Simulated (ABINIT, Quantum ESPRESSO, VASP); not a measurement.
## Sr2SO: 3 runs at one level of theory

```
CELL_PARAMETERS angstrom
4.04324 0.00000 0.00000
0.00000 4.04324 0.00000
0.00000 0.00000 5.71800
ATOMIC_POSITIONS crystal
Sr 0.50000 0.50000 0.50000
Sr 0.00000 0.00000 0.00000
S 0.00000 0.00000 0.50000
O 0.50000 0.50000 0.00000
```

The cell comes from a database or a generator and needn't be the stable form of this composition.

Alike in all runs: task single point; functional PBE; k mesh 7 × 7 × 5; occupations fermi-dirac, width 0.05 eV; no spin polarisation; no spin-orbit coupling. Pressure is positive in compression and, in plane waves, holds the error of the finite cutoff.

```tsv
program and potentials	plane-wave cutoff (eV)	notes	pressure (GPa)
Quantum ESPRESSO, SSSP 1.3 efficiency PBE	748	-	-0.25
VASP, PBE PAW files O, S, Sr_sv, 520 eV	520	-	0.01
ABINIT, JTH PAW PBE v2.0	626	-	-0.31
```

The pressure spans -0.31 (ABINIT, JTH PAW PBE v2.0) to 0.01 GPa (VASP, PBE PAW files O, S, Sr_sv, 520 eV).

Differences between rows come from potentials, basis sets and numerical settings, since the functional is the same but for its coding. Runs on potential files found faulty are left out.
